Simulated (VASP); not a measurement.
Input:

```
AlCo
1.0
    2.90716     0.00000     0.00000
    0.00000     2.90716     0.00000
    0.00000     0.00000     2.90716
Al Co
1 1
Cartesian
  1.45358   1.45358   1.45358
  0.00000   0.00000   0.00000
```

Calculation: PBE GGA, VASP's PBE PAW potentials (set 64) (plane waves; VASP). Numerical set-up: 520 eV cut-off, 13×13×13 Γ-centred mesh, first-order Methfessel-Paxton smearing of 0.10 eV, potentials Al Co.

Question: Give the stress tensor in GPa (positive for a compressed cell).

Answer: 
```
-9.22   0.00   0.00
 0.00  -9.22   0.00
 0.00   0.00  -9.22
```
The pressure is its mean diagonal, -9.22 GPa.

The compound is CoAl in the CsCl type structure. This cell is one point of a volume scan, at 1.06 of the reference volume. The run is not spin-polarised, so no magnetic state was tried.
